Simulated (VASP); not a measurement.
Given:

```yaml
crystal:
  lattice:
    - [-1.96418, 1.96418, 1.96418]
    - [1.96418, -1.96418, 1.96418]
    - [1.96418, 1.96418, -1.96418]
  atoms:
    - { symbol: Tb, position: [0.00000, 0.00000, 0.00000] }
```

Calculation: PBEsol GGA, VASP's PBE PAW potentials (set 64) (plane waves; VASP). Numerical set-up: 400 eV cut-off, Gaussian smearing of 0.050 eV, potentials Tb_3.

The 4f electrons are frozen in the core of the lanthanide potential, so 4f levels, which can set the real gap, and their magnetism are missing.

Predict the band gap (along the path) with the smallest direct gap where there is one.

```
Property                                                      Value
-------------------------  ----------------------------------------
band gap (along the path)  none (metal, semimetal or under 0.01 eV)
```

The absolute energy has meaning only against runs of the same code, potentials and settings.

The structure was generated: Tb was put into the bcc type (Im-3m), which need not be its known phase. It was relaxed first, which changed the volume by -5 %.
